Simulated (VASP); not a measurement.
These are PBEsol GGA, VASP's PBE PAW potentials (set 64) (plane waves; VASP) values and carry that method's errors.

A VASP calculation is set up with these files.

File POSCAR:
```
KI
1
    0.0000000000     3.5101212151     3.5101212151
    3.5101212151     0.0000000000     3.5101212151
    3.5101212151     3.5101212151     0.0000000000
K I
1 1
Direct
  0.0000000000   0.0000000000   0.0000000000
  0.5000000000   0.5000000000   0.5000000000
```

KPOINTS:
```
k-points along high-symmetry lines
15
Line-mode
Reciprocal
  0.000000   0.000000   0.000000 ! GAMMA
  0.500000   0.000000   0.500000 ! X

  0.500000   0.000000   0.500000 ! X
  0.625000   0.250000   0.625000 ! U

  0.375000   0.375000   0.750000 ! K
  0.000000   0.000000   0.000000 ! GAMMA

  0.000000   0.000000   0.000000 ! GAMMA
  0.500000   0.500000   0.500000 ! L

  0.500000   0.500000   0.500000 ! L
  0.500000   0.250000   0.750000 ! W

  0.500000   0.250000   0.750000 ! W
  0.500000   0.000000   0.500000 ! X
```

INCAR:
```
SYSTEM  =  KI
PREC  =  Accurate; ENCUT  =  400; LREAL  =  .FALSE.
LASPH  =  .TRUE.; ICHARG  =  11
EDIFF  =  1E-7; NELM  =  100; ALGO  =  Normal
LMAXMIX  =  4
ISMEAR  =  0; SIGMA  =  0.05
GGA  =  PS
LWAVE  =  .FALSE.; LCHARG  =  .FALSE.; LORBIT  =  11
```

POTCAR, in this order: K_sv I (PBE.64 set). Program: vasp_std. Read from the step before: CHGCAR.

Output

OUTCAR:
```
 ion  position               nearest neighbor table
   1  0.000  0.000  0.000-   2 3.51   2 3.51   2 3.51   2 3.51   2 3.51   2 3.51
   2  0.500  0.500  0.500-   1 3.51   1 3.51   1 3.51   1 3.51   1 3.51   1 3.51
  LATTYP: Found a face centered cubic cell.
 ALAT       =     7.0202424302
 Subroutine PRICEL returns:
 Original cell was already a primitive cell.
 Subroutine GETGRP returns: Found 48 space group operations
The static configuration has the point symmetry O_h .
The dynamic configuration has the point symmetry O_h .
 Subroutine INISYM returns: Found 48 space group operations
   k-points           NKPTS =     90   k-points in BZ     NKDIM =     90   number of bands    NBANDS=     12
   number of dos      NEDOS =    301   number of ions     NIONS =      2
   total plane-waves  NPLWV =  32768
   dimension x,y,z NGX =    32 NGY =   32 NGZ =   32
   dimension x,y,z NGXF=    64 NGYF=   64 NGZF=   64
   ions per type =               1   1
   PREC   = accura    normal or accurate (medium, high low for compatibility)
   ISTART =      0    job   : 0-new  1-cont  2-samecut
   ICHARG =     11    charge: 1-file 2-atom 10-const
   ISPIN  =      1    spin polarized calculation?
   LNONCOLLINEAR =      F non collinear calculations
   LSORBIT =      F    spin-orbit coupling
   INIWAV =      1    electr: 0-lowe 1-rand  2-diag
   ENCUT  =  400.0 eV  29.40 Ry    5.42 a.u.   8.10  8.10  8.10*2*pi/ulx,y,z
   NELM   =    100;   NELMIN=  2; NELMDL= -5     # of ELM steps
   EDIFF  = 0.1E-06   stopping-criterion for ELM
   LREAL  =      F    real-space projection
   NLSPLINE    = F    spline interpolate recip. space projectors
   LMAXMIX     =    4 max onsite mixed and CHGCAR
   VOSKOWN=      0    Vosko Wilk Nusair interpolation
   EDIFFG = 0.1E-05   stopping-criterion for IOM
   NSW    =      0    number of steps for IOM
   NBLOCK =      1;   KBLOCK =      1    inner block; outer block
   IBRION =     -1    ionic relax: 0-MD 1-quasi-New 2-CG
   NFREE  =      0    steps in history (QN), initial steepest desc. (CG)
   ISIF   =      2    stress and relaxation
   ISYM   =      2    0-nonsym 1-usesym 2-fastsym
   TEIN   =    0.0    initial temperature
   TEBEG  =    0.0;   TEEND  =   0.0 temperature during run
...
```

### OSZICAR
```
       N       E                     dE             d eps       ncg     rms          rms(c)
DAV:   1     0.780439455543E+02    0.78044E+02   -0.57201E+03  2160   0.917E+02
DAV:   2    -0.324877797995E+00   -0.78369E+02   -0.73423E+02  2568   0.221E+02
DAV:   3    -0.513938318522E+01   -0.48145E+01   -0.47881E+01  2792   0.513E+01
DAV:   4    -0.539913590992E+01   -0.25975E+00   -0.25954E+00  3884   0.106E+01
DAV:   5    -0.540072167111E+01   -0.15858E-02   -0.15857E-02  2760   0.848E-01
DAV:   6    -0.540078473336E+01   -0.63062E-04   -0.63062E-04  3200   0.110E-01
DAV:   7    -0.540078553470E+01   -0.80134E-06   -0.80136E-06  3112   0.154E-02
DAV:   8    -0.540078555700E+01   -0.22297E-07   -0.22297E-07  2692   0.204E-03
   1 F= -.54007856E+01 E0= -.54007856E+01  d E =-.923019E-17
```

### OUTCAR
```
 val. band max:       -0.4082464846   @ k =   0.0000   0.0000   0.0000

 cond. band min:       3.4470148438   @ k =   0.0000   0.0000   0.0000



 k-point     1 :       0.0000    0.0000    0.0000
  band No.  band energies     occupation
      1     -28.7009      2.00000
      2     -12.2556      2.00000
      3     -12.2556      2.00000
      4     -12.2556      2.00000
      5     -10.9752      2.00000
      6      -0.4082      2.00000
      7      -0.4082      2.00000
      8      -0.4082      2.00000
      9       3.4470      0.00000
     10       6.0095      0.00000
     11       6.0095      0.00000
     12       6.0095      0.00000

 k-point     2 :       0.0357    0.0000    0.0357
  band No.  band energies     occupation
      1     -28.7009      2.00000
      2     -12.2588      2.00000
      3     -12.2559      2.00000
      4     -12.2559      2.00000
      5     -10.9694      2.00000
      6      -0.4429      2.00000
      7      -0.4144      2.00000
      8      -0.4144      2.00000
      9       3.4951      0.00000
     10       5.9709      0.00000
     11       6.0417      0.00000
     12       6.0418      0.00000

 k-point     3 :       0.0714    0.0000    0.0714
  band No.  band energies     occupation
      1     -28.7007      2.00000
      2     -12.2678      2.00000
      3     -12.2566      2.00000
      4     -12.2566      2.00000
      5     -10.9527      2.00000
      6      -0.5385      2.00000
      7      -0.4325      2.00000
      8      -0.4325      2.00000
      9       3.6301      0.00000
     10       5.8640      0.00000
     11       6.1375      0.00000
     12       6.1375      0.00000

 k-point     4 :       0.1071    0.0000    0.1071
  band No.  band energies     occupation
      1     -28.7005      2.00000
      2     -12.2808      2.00000
      3     -12.2579      2.00000
      4     -12.2579      2.00000
      5     -10.9280      2.00000
      6      -0.6754      2.00000
      7      -0.4608      2.00000
...
```

The density is held fixed in this step, so its total energy and stress have no physical meaning. Unless said otherwise, spin-orbit coupling is left out, though it shifts the bands of the heavy elements here.

The compound is KI in the rock salt structure. It was relaxed first.
